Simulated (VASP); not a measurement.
Mg7V:

```
CELL_PARAMETERS angstrom
6.29077 0.00000 0.00000
-3.14539 5.44797 0.00000
0.00000 0.00000 5.06056
ATOMIC_POSITIONS crystal
V 0.00000 0.00000 0.00000
Mg 0.33333 0.66667 0.50000
Mg 0.83920 0.67841 0.50000
Mg 0.83920 0.16080 0.50000
Mg 0.32159 0.16080 0.50000
Mg 0.99765 0.49883 0.00000
Mg 0.50117 0.49883 0.00000
Mg 0.50117 0.00234 0.00000
```

The cell comes from a database or a generator and needn't be the stable form of this composition.

| Property | Result |
| --- | --- |
| Program | VASP 6.6.1 |
| Task | single point |
| Functional | PBE |
| Potentials or basis | VASP PAW PBE potentials, release 64 (V_sv, Mg) |
| Cutoff | 520 eV |
| k mesh | 5 × 5 × 5 |
| Occupations | fermi-dirac, width 0.05 eV |
| Spin | collinear spin, ferromagnetic start |
| Starting moments | [2.0, 0.0, 0.0, 0.0, 0.0, 0.0, 0.0, 0.0] μB |

On this cell: pressure 0.0 GPa; largest force 0.009 eV/Å; net moment 3.40 μB per cell; site moments V +2.65; Mg +0.01, +0.00, -0.01 μB; band gap on the k mesh none (metal or under the smearing width).

The same run follows on a disturbed copy (atoms moved at random, drawn with an rms of 0.05 Å):

```
CELL_PARAMETERS angstrom
6.29077 0.00000 0.00000
-3.14539 5.44797 0.00000
0.00000 0.00000 5.06056
ATOMIC_POSITIONS crystal
V 0.99324 0.99327 0.98803
Mg 0.33256 0.66457 0.49894
Mg 0.83768 0.68175 0.50490
Mg 0.83580 0.15661 0.49222
Mg 0.32652 0.16490 0.50577
Mg 0.00174 0.50199 0.00414
Mg 0.50282 0.50378 0.99290
Mg 0.50424 0.00762 0.99302
```

Task: What changes?

Result: The energy (extrapolated to zero smearing) moves by +3.8 meV/atom; pressure 0.0 GPa; largest force 0.294 eV/Å; net moment 3.40 μB per cell; site moments V +2.65; Mg +0.01, +0.00, -0.01 μB; band gap on the k mesh none (metal or under the smearing width).

Forces in eV/Å, atoms in the order of the input:
```
V    0.080  0.182  0.217
Mg  -0.054  0.053 -0.031
Mg   0.112 -0.074 -0.170
Mg   0.040  0.099  0.036
Mg  -0.090 -0.079 -0.223
Mg  -0.053 -0.042 -0.095
Mg  -0.001 -0.070  0.173
Mg  -0.033 -0.068  0.092
```

Stress tensor (GPa, compression positive):
```
-0.26 -0.04  0.04
-0.04 -0.15  0.01
 0.04  0.01  0.52
```
